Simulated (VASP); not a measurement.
Data:

```yaml
crystal:
  lattice:
    - [0.00000, 2.93051, 2.93051]
    - [2.93051, 0.00000, 2.93051]
    - [2.93051, 2.93051, 0.00000]
  atoms:
    - { symbol: Li, position: [0.25000, 0.25000, 0.25000] }
    - { symbol: Li, position: [0.75000, 0.75000, 0.75000] }
    - { symbol: Se, position: [0.00000, 0.00000, 0.00000] }
```

Calculation: PBE GGA with D3 dispersion (Becke-Johnson damping), VASP's PBE PAW potentials (set 64) (plane waves; VASP). Run with 520 eV cut-off, 7×7×7 Γ-centred mesh, Gaussian smearing of 0.050 eV, potentials Li_sv Se.

**Question.** Give the energy at these volumes per atom, relative to the lowest: 15.77, 16.27, 16.78, 17.28, 17.78 Å³.

**Answer.** 8.1, 1.9, 0.0, 1.7, 6.7 meV/atom. A third-order Birch-Murnaghan fit gives B0 = 38.9 GPa and B0′ = 3.9.

Measured: a 6.002 Å (computed value off by -2.3 %), as given by Syrotyuk et al., Condensed Matter Physics (2015), arXiv:1510.06546. The calculation is for a static lattice, while the measured a holds thermal and zero-point effects, which are part of the difference.

The compound is Li2Se in the antifluorite structure. It was relaxed first, which changed the volume by -7 %.
